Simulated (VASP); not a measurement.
**Al2Au (Fm-3m) under biaxial strain in the (001) plane**

How do stress and energy of Al2Au follow biaxial strain in the (001) plane?

Calculated with VASP 6.6.1; PBEsol; plane waves and PAW (Au, Al); cell typed or built by script, in the first sound run; inputs show where later runs differ.

**1. The starting structure**

Symmetry: Fm-3m, No. 225, cubic system. The conventional cell has a = 6.000 Å, b = 6.000 Å, c = 6.000 Å, α = 90.00°, β = 90.00°, γ = 90.00°. Nearest to Au lie 8 Al at 2.60 Å. Nearest to Al lie 4 Au at 2.60 Å. Farther neighbours are not listed.

As a file:

```cif
data_structure
_symmetry_space_group_name_H-M 'Fm-3m'
_symmetry_Int_Tables_number 225
_cell_length_a 6.0000
_cell_length_b 6.0000
_cell_length_c 6.0000
_cell_angle_alpha 90.000
_cell_angle_beta 90.000
_cell_angle_gamma 90.000
_cell_volume 216.00
loop_
_atom_site_label
_atom_site_type_symbol
_atom_site_symmetry_multiplicity
_atom_site_Wyckoff_symbol
_atom_site_fract_x
_atom_site_fract_y
_atom_site_fract_z
_atom_site_occupancy
Au1 Au 4 a 0.00000 0.00000 0.00000 1
Al1 Al 8 c 0.25000 0.75000 0.75000 1
```

**2. Relax the crystal, PBEsol**

The series starts from the cell that this level prefers, so that zero strain is near zero stress.

Level: PBEsol; plane waves and PAW (Au, Al); cell typed or built by script.

Contents of INCAR:

```
SYSTEM = Al2Au
PREC = Accurate
ENCUT = 450
EDIFF = 1E-07
NELM = 120
ISMEAR = 1
SIGMA = 0.15
LREAL = .FALSE.
ALGO = Normal
GGA = PS
NBANDS = 14
LASPH = .TRUE.
LORBIT = 11
LWAVE = .FALSE.
LCHARG = .FALSE.
KPAR = 8
IBRION = 2
NSW = 40
ISIF = 3
EDIFFG = -0.005
POTIM = 0.4
```

Contents of POSCAR:

```
Al2Au
1.0
    0.0000000000      3.0000000000      3.0000000000
    3.0000000000      0.0000000000      3.0000000000
    3.0000000000      3.0000000000      0.0000000000
Au Al
1 2
Direct
    0.0000000000      0.0000000000      0.0000000000
    0.2500000000      0.2500000000      0.2500000000
    0.7500000000      0.7500000000      0.7500000000
```

Contents of KPOINTS:

```
Automatic mesh
0
Gamma
14 14 14
0 0 0
```

The projector-augmented-wave data sets are Au and Al (PBE family, release 64).

On the command line:

```
> mpirun -np 8 vasp_std
```

Log:

```text
[banner, memory and clock lines left out]
running    8 mpi-ranks, on    1 nodes
[...]
|                                                                             |
|           W    W    AA    RRRRR   N    N  II  N    N   GGGG   !!!           |
|           W    W   A  A   R    R  NN   N  II  NN   N  G    G  !!!           |
|           W    W  A    A  R    R  N N  N  II  N N  N  G       !!!           |
|           W WW W  AAAAAA  RRRRR   N  N N  II  N  N N  G  GGG   !            |
|           WW  WW  A    A  R   R   N   NN  II  N   NN  G    G                |
|           W    W  A    A  R    R  N    N  II  N    N   GGGG   !!!           |
|                                                                             |
|     For optimal performance we recommend to set                             |
|       NCORE = 2 up to number-of-cores-per-socket                            |
|     NCORE specifies how many cores store one orbital (NPAR=cpu/NCORE).      |
|     This setting can greatly improve the performance of VASP for DFT.       |
[...]
DAV:   1    -0.134755448290E+02   -0.11312E-03   -0.14737E-03  3392   0.393E-01    0.693E-02
DAV:   2    -0.134754352391E+02    0.10959E-03   -0.39438E-04  3404   0.226E-01    0.216E-02
DAV:   3    -0.134754326648E+02    0.25744E-05   -0.88980E-06  3140   0.276E-02    0.114E-02
DAV:   4    -0.134754310959E+02    0.15688E-05   -0.23908E-06  3338   0.819E-03    0.196E-03
DAV:   5    -0.134754310208E+02    0.75169E-07   -0.25076E-07  2812   0.550E-03
   2 F= -.13475431E+02 E0= -.13475263E+02  d E =0.655849E-06
 trial-energy change:    0.000001  1 .order   -0.000002   -0.000016    0.000013
 step:   0.4418(harm=  0.5527)  dis= 0.00000  next Energy=   -13.475435 (dE=-0.341E-05)
[...]
N       E                     dE             d eps       ncg     rms          rms(c)
DAV:   1    -0.134754691532E+02   -0.38057E-04   -0.45808E-04  3386   0.219E-01    0.385E-02
DAV:   2    -0.134754346491E+02    0.34504E-04   -0.12345E-04  3356   0.126E-01    0.122E-02
DAV:   3    -0.134754342769E+02    0.37223E-06   -0.27850E-06  3122   0.155E-02    0.645E-03
DAV:   4    -0.134754343329E+02   -0.56011E-07   -0.74803E-07  3260   0.459E-03
   3 F= -.13475434E+02 E0= -.13475265E+02  d E =-.265626E-05
[...]
reached required accuracy - stopping structural energy minimisation
```

The job ended after 29 s (8 MPI ranks of Intel Xeon Platinum 8488C (Sapphire Rapids), shared host; peak memory 1.8 GiB; 3.5 min of CPU time).

The logs omit lines about the potential files and the build; timing stands in the text.

From OUTCAR (step 2):

```text
  Total       -0.0019486     -0.0019486     -0.0019486      0.0000000      0.0000000      0.0000000
  in kB       -0.0577940     -0.0577940     -0.0577940      0.0000000      0.0000000      0.0000000
  external PRESSURE =      -0.0577940 kB  Pullay stress =       0.0000000 kB

 POSITION                                       TOTAL-FORCE (eV/Angst)
 -----------------------------------------------------------------------------------
      0.00000      0.00000      0.00000         0.000000      0.000000      0.000000
      1.50018      1.50018      1.50018         0.000000      0.000000      0.000000
      4.50053      4.50053      4.50053        -0.000000     -0.000000     -0.000000
 -----------------------------------------------------------------------------------
    total drift:                                0.000000     -0.000000     -0.000000

  FREE ENERGIE OF THE ION-ELECTRON SYSTEM (eV)
  ---------------------------------------------------
  free  energy   TOTEN  =       -13.4754343329 eV

  energy  without entropy=      -13.4749252124  energy(sigma->0) =      -13.47526463

 reached required accuracy - stopping structural energy minimisation

[... 3 further parts left out ...]
[key lines of the parts left out:]
E-fermi :   7.6847
```

Read from the output:

```
energy(sigma→0) of the program : -13.4753 eV
stress, compression positive   : xx, yy, zz -0.01, -0.01, -0.01 GPa
volume                         : 54.019 Å³
ionic steps                    : 3
```

**3. Strain along the normal, PBEsol**

One member in full: the plane is strained by 1.5 %, and the strain along the normal is moved by secant steps until the normal stress is under 0.012 GPa or five steps are spent; the atoms relax at each step.

This step took 3 runs, each at a new trial strain with the atoms of the one before; the last is shown.

Level: PBEsol; plane waves and PAW (Au, Al); cell typed or built by script.

Edit INCAR of step 2 so:

```diff
@@ -15,7 +15,7 @@
 LCHARG = .FALSE.
-KPAR = 8
-IBRION = 2
-NSW = 40
-ISIF = 3
-EDIFFG = -0.005
-POTIM = 0.4
+KPAR = 2
+IBRION = 1
+NSW = 25
+ISIF = 2
+EDIFFG = -0.004
+POTIM = 0.3
```

Contents of POSCAR:

```
Al2Au
1.0
    0.0000000000      3.0453555650      2.9463017410
    3.0453555650      0.0000000000      2.9463017410
    3.0453555650      3.0453555650      0.0000000000
Au Al
1 2
Direct
    0.0000000000      0.0000000000      0.0000000000
    0.2500000000      0.2500000000      0.2500000000
    0.7500000000      0.7500000000      0.7500000000
```

KPOINTS is that of step 2.

On the command line:

```
> mpirun -np 2 vasp_std
```

Log:

```text
[banner, memory and clock lines left out]
running    2 mpi-ranks, on    1 nodes
[...]
[... a notice as in an earlier step ...]

 LDA part: xc-table for (Slater+PW92), standard interpolation
 POSCAR, INCAR and KPOINTS ok, starting setup
[...]
entering main loop
       N       E                     dE             d eps       ncg     rms          rms(c)
DAV:   1     0.494673705310E+02    0.49467E+02   -0.63903E+03  7056   0.887E+02
DAV:   2    -0.134468807622E+02   -0.62914E+02   -0.57531E+02  8046   0.173E+02
DAV:   3    -0.148253254102E+02   -0.13784E+01   -0.13696E+01  8944   0.249E+01
DAV:   4    -0.148356683802E+02   -0.10343E-01   -0.10342E-01  7774   0.254E+00
[...]
DAV:  10    -0.134659039457E+02   -0.58744E-04   -0.15495E-04  8068   0.968E-02    0.381E-02
DAV:  11    -0.134658971970E+02    0.67487E-05   -0.79273E-06  8716   0.232E-02    0.134E-02
DAV:  12    -0.134658971411E+02    0.55873E-07   -0.96315E-07  7788   0.743E-03
   1 F= -.13465897E+02 E0= -.13465755E+02  d E =-.134659E+02
 BRION: g(F)=  0.840E-46 g(S)=  0.000E+00
 reached required accuracy - stopping structural energy minimisation
```

The job ended after 87 s (2 MPI ranks; peak memory 0.57 GiB).

Parts of OUTCAR (step 3):

```text
  Total       -0.6657055     -0.6657055      0.0033609      0.0000000      0.0000000      0.0000000
  in kB      -19.5168390    -19.5168390      0.0985343      0.0000000      0.0000000      0.0000000
  external PRESSURE =     -12.9783812 kB  Pullay stress =       0.0000000 kB

 POSITION                                       TOTAL-FORCE (eV/Angst)
 -----------------------------------------------------------------------------------
      0.00000      0.00000      0.00000        -0.000000     -0.000000     -0.000000
      1.52268      1.52268      1.47315         0.000000      0.000000      0.000000
      4.56803      4.56803      4.41945        -0.000000     -0.000000     -0.000000
 -----------------------------------------------------------------------------------
    total drift:                                0.000000     -0.000000     -0.000000

  FREE ENERGIE OF THE ION-ELECTRON SYSTEM (eV)
  ---------------------------------------------------
  free  energy   TOTEN  =       -13.4658971411 eV

  energy  without entropy=      -13.4654698377  energy(sigma->0) =      -13.46575471

[... 1 part as in an earlier step ...]

[... 3 further parts left out ...]
[key lines of the parts left out:]
E-fermi :   7.5575
```

Read from the output:

```
energy(sigma→0) of the program : -13.4658 eV
stress, compression positive   : xx, yy, zz -1.95, -1.95, 0.01 GPa
ionic steps                    : 1
```

**4. All members**

The other members went through these steps as far as the tables show, with the same cutoff and, step by step, the same mesh; 28 runs are not shown. The session took 1.5 core hours (wall time by ranks) on a shared machine.

```csv
in-plane strain (%),strain along the normal (%),"in-plane stress, tension positive (GPa)","energy above the unstrained row, extrapolated to no smearing (meV/atom)"
-2.000,2.722,-2.390,5.429
-1.500,2.024,-1.797,3.049
-1.000,1.343,-1.198,1.343
-0.500,0.676,-0.597,0.335
0,0.007,-0.013,0.000
0.500,-0.628,?,?
1.000,-1.233,1.262,1.359
1.500,-1.801,1.952,3.170
2.000,-2.330,2.668,5.770
```

**5. A fit to the known rows**

A least-squares parabola through the 8 rows shown, with e the strain in %: stress = 0.03440 e² + 1.254 e + 6.18e-4 (GPa), r.m.s. residual 0.019 GPa.

For the withheld row, e = 0.5, the fit gives 0.636 GPa.

**6. The withheld row**

The calculation gives 0.605 GPa, so the prediction is 0.031 GPa too high, within twice the residual of the fit.

Slopes at zero strain, from cubics through all rows: strain ratio -1.296, stress over strain 122 GPa.

**7. Results**

| Quantity | Value |
| --- | --- |
| error of the predicted stress | 0.031 GPa |
| ratio of normal to in-plane strain | -1.296 |
| biaxial modulus | 122 GPa |

As a check, the curvature of the energy gives 121 GPa for the same modulus (energy per volume = M × strain²), 1 % from the slope of the stress. These are static values: temperature and zero-point motion are left out. In a metal the slopes also depend on mesh and smearing, which were held through the series.

[Lines on the potential files, build, host, timing and source positions are cut from VASP's logs without a mark.]

[Logs are printed without paths, hosts, clocks, repeated set-up lines and the standing remarks that a program may print on its own settings, such as how far it seeks lower states.]

[Hosts, paths, dates, database ids (printed as entryN), source tags and the programs' standing remarks are cut or masked in the printed files.]

[In band tables of VASP the shares of atoms and orbitals are scaled to a sum of 1 inside the atoms' spheres.]
